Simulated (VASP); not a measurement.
# ScB4 (P-43m) in VASP: a series of runs, part 2 of 2

VASP 6.6.1. The steps go on from the part before.

## (3) Relaxation of cell and atoms, PBE (species swapped into the SnI4 type (P-43m, No. 215))

Input file INCAR:

```
  PREC = Accurate
  ENCUT = 600
  EDIFF = 1E-7
  ISMEAR = 0
  SIGMA = 0.1
  LREAL = F
  LASPH = T
  NELM = 100
  ALGO = Normal
  ISIF = 3
  LWAVE = F
  LCHARG = F
  GGA = PE
  IBRION = 2
  NSW = 100
  EDIFFG = -0.01
```

Input file KPOINTS:

```
Automatic mesh
0
Gamma
  10 10 10
```

Input file POSCAR:

```
ScB4
1.0
    3.9253365471      0.0000000000      0.0000000000
    0.0000000000      3.9253365471      0.0000000000
    0.0000000000      0.0000000000      3.9253365471
Sc B
1 4
Direct
    0.0000000000      0.0000000000      0.0000000000
    0.3448875403      0.3448875403      0.3448875403
    0.6551124597      0.6551124597      0.3448875403
    0.3448875403      0.6551124597      0.6551124597
    0.6551124597      0.3448875403      0.6551124597
```

Potentials or basis: VASP PAW PBE potentials, release 64 (Sc_sv, B).

Launch:

```console
> cat potpaw_PBE.64/Sc_sv/POTCAR potpaw_PBE.64/B/POTCAR > POTCAR
> mpirun -np 1 vasp_std > vasp.out
```

Run time: 58 s. Hardware: 1 thread of Intel Xeon 6975P-C (Granite Rapids), shared host; peak memory 0.22 GiB.

The run converged. Its results:

- Free energy: -27.6181 eV
- Relaxed volume: 12.05 Å³/atom
- Relaxed cell: a = 3.921 Å, b = 3.921 Å, c = 3.921 Å, α = 90.00°, β = 90.00°, γ = 90.00°
- Space group after relaxing (to 0.05 Å): P-43m (No. 215)
- Energy gained by relaxing: 0.1 meV/atom
- Ionic steps: 4
- Pressure after relaxing: 0.0 GPa
- Largest force after relaxing: 0.003 eV/Å
- Band gap on the k mesh: none (metal or under the smearing width)

Forces on the atoms (eV/Å):
```
Sc   0.000  0.000  0.000
B   -0.002 -0.002 -0.002
B    0.002  0.002 -0.002
B   -0.002  0.002  0.002
B    0.002 -0.002  0.002
```

Step by step:
| step | energy change (eV) | largest force (eV/Å) | pressure (GPa) | volume (Å³) |
| --- | --- | --- | --- | --- |
| 1 | 0.0000 | 0.0418 | -0.41 | 60.48 |
| 2 | 0.0000 | 0.0742 | 0.23 | 60.21 |
| 3 | -0.0003 | 0.0181 | -0.08 | 60.34 |
| 4 | -0.0003 | 0.0033 | -0.01 | 60.27 |

Final structure:
```
Sc B
1.0
     3.92070    0.00000    0.00000
     0.00000    3.92070    0.00000
     0.00000    0.00000    3.92070
Sc B
1 4
Cartesian
  0.0000 0.0000 0.0000
  1.3524 1.3524 1.3524
  2.5683 2.5683 1.3524
  1.3524 2.5683 2.5683
  2.5683 1.3524 2.5683
```

Levels at points of the mesh, in eV from the Fermi level:
| k point | band 8 | band 9 | band 10 | band 11 | band 12 | band 13 | band 14 | band 15 |
| --- | --- | --- | --- | --- | --- | --- | --- | --- |
| (0.00, 0.00, 0.00) | -3.39 | -3.39 | -2.28 | -2.28 | 0.76 | 0.76 | 0.76 | 3.83 |
| (0.50, 0.00, 0.00) | -3.26 | -3.26 | -0.90 | 0.08 | 0.08 | 0.60 | 0.79 | 1.92 |
| (0.50, 0.50, 0.00) | -3.14 | -2.76 | -2.36 | -0.66 | -0.66 | 2.28 | 3.27 | 3.62 |
| (0.50, 0.50, 0.50) | -6.01 | -1.76 | -1.76 | -1.76 | 0.39 | 3.45 | 3.45 | 3.74 |

## (4) Single point, PBE

Input file INCAR:

```
PREC = Accurate ; ENCUT = 520
EDIFF = 1E-6 ; ISMEAR = 0
SIGMA = 0.1 ; LREAL = F
LASPH = T ; NELM = 100
ALGO = Fast ; ISIF = 2
LWAVE = F ; LCHARG = T
GGA = PE ; LELF = T
LVHAR = T ; NBANDS = 20
```

Input file KPOINTS:

```
regular mesh
0
Gamma
  10 10 10
```

Input file POSCAR:

```
ScB4
1.0
    3.9187118832      0.0000000000      0.0000000000
    0.0000000000      3.9187118832      0.0000000000
    0.0000000000      0.0000000000      3.9187118832
Sc B
1 4
Direct
    0.0000000000      0.0000000000      0.0000000000
    0.3448636449      0.3448636449      0.3448636449
    0.6551363551      0.6551363551      0.3448636449
    0.3448636449      0.6551363551      0.6551363551
    0.6551363551      0.3448636449      0.6551363551
```

Potentials or basis: VASP PAW PBE potentials, release 64 (Sc_sv, B).

Launch:

```console
> cat potpaw_PBE.64/Sc_sv/POTCAR potpaw_PBE.64/B/POTCAR > POTCAR
> mpirun -np 1 vasp_std > vasp.out
```

OUTCAR:

```text
PREC = Accurate
   ENCUT = 520
   EDIFF = 1E-6
   ISMEAR = 0
   LREAL = F
   LASPH = T
   NELM = 100
   ISIF = 2
   GGA = PE

 ion  position               nearest neighbor table
   1  0.000  0.000  0.000-   2 2.34   3 2.34   4 2.34   5 2.34
   2  0.345  0.345  0.345-   3 1.72   4 1.72   5 1.72   1 2.34
   3  0.655  0.655  0.345-   2 1.72   4 1.72   5 1.72   1 2.34
   4  0.345  0.655  0.655-   2 1.72   3 1.72   5 1.72   1 2.34
   5  0.655  0.345  0.655-   2 1.72   3 1.72   4 1.72   1 2.34
[... 758 lines left out ...]
  --------------------------------------------------------------------------------------
  -------------------------------------------------------------------------------------
  Total        0.0327518      0.0327518      0.0327518      0.0000000     -0.0000000      0.0000000
  in kB        0.8719987      0.8719987      0.8719987      0.0000000     -0.0000000      0.0000000
  external PRESSURE =       0.8719987 kB  Pullay stress =       0.0000000 kB

 VOLUME and BASIS-vectors are now :
 -----------------------------------------------------------------------------
  energy-cutoff  :      520.00
  volume of cell :       60.18
      direct lattice vectors                 reciprocal lattice vectors
     3.918711883  0.000000000  0.000000000     0.255185895  0.000000000  0.000000000
     0.000000000  3.918711883  0.000000000     0.000000000  0.255185895  0.000000000
     0.000000000  0.000000000  3.918711883     0.000000000  0.000000000  0.255185895

 POSITION                                       TOTAL-FORCE (eV/Angst)
 -----------------------------------------------------------------------------------
      0.00000      0.00000      0.00000         0.000000      0.000000      0.000000
      1.35142      1.35142      1.35142         0.003729      0.003729      0.003729
      2.56729      2.56729      1.35142        -0.003729     -0.003729      0.003729
      1.35142      2.56729      2.56729         0.003729     -0.003729     -0.003729
      2.56729      1.35142      2.56729        -0.003729      0.003729     -0.003729
 -----------------------------------------------------------------------------------
    total drift:                                0.000000      0.000000      0.000000

  FREE ENERGIE OF THE ION-ELECTRON SYSTEM (eV)
  ---------------------------------------------------
  free  energy   TOTEN  =       -27.6151434934 eV

  energy  without entropy=      -27.5966405941  energy(sigma->0) =      -27.60589204
```

Run time: 37 s. Hardware: 1 thread of Intel Xeon 6975P-C (Granite Rapids), shared host; peak memory 0.2 GiB.

What came out:

- Free energy: -27.6151 eV
- Pressure: 0.1 GPa
- Largest force: 0.006 eV/Å
- Band gap on the k mesh: none (metal or under the smearing width)

Forces in eV/Å, atoms in the order of the input:
```
Sc   0.000  0.000  0.000
B    0.004  0.004  0.004
B   -0.004 -0.004  0.004
B    0.004 -0.004 -0.004
B   -0.004  0.004 -0.004
```

Levels at points of the mesh, in eV from the Fermi level:
```csv
k point,band 7,band 8,band 9,band 10,band 11,band 12,band 13,band 14,band 15,band 16
"(0.00, 0.00, 0.00)",-3.38,-3.38,-3.38,-2.29,-2.29,0.76,0.76,0.76,3.83,3.83
"(0.50, 0.00, 0.00)",-3.37,-3.26,-3.26,-0.90,0.07,0.07,0.60,0.79,1.93,3.46
"(0.50, 0.50, 0.00)",-6.25,-3.15,-2.76,-2.35,-0.66,-0.66,2.28,3.27,3.63,3.87
"(0.50, 0.50, 0.50)",-6.02,-6.02,-1.76,-1.76,-1.76,0.39,3.45,3.45,3.75,3.75
```

## (5) Summary

```tsv
task	cell	cutoff (eV)	gap on the mesh (eV)	pressure (GPa)	largest force (eV/Å)
single point	species swapped into the SnI4 type (P-43m, No. 215)	520	none	0.1	0.01
relaxation of cell and atoms	relaxed from: species swapped into the SnI4 type (P-43m, No. 215)	600	none	0.0	-
single point	as given	520	none	0.1	0.01
```

Alike in all rows: level PBE; potentials or basis VASP PAW PBE potentials, release 64 (Sc_sv, B); no spin polarisation; k mesh 10 × 10 × 10; smearing gaussian 0.1 eV.

Absolute energies hang on the potentials; compare differences alone.
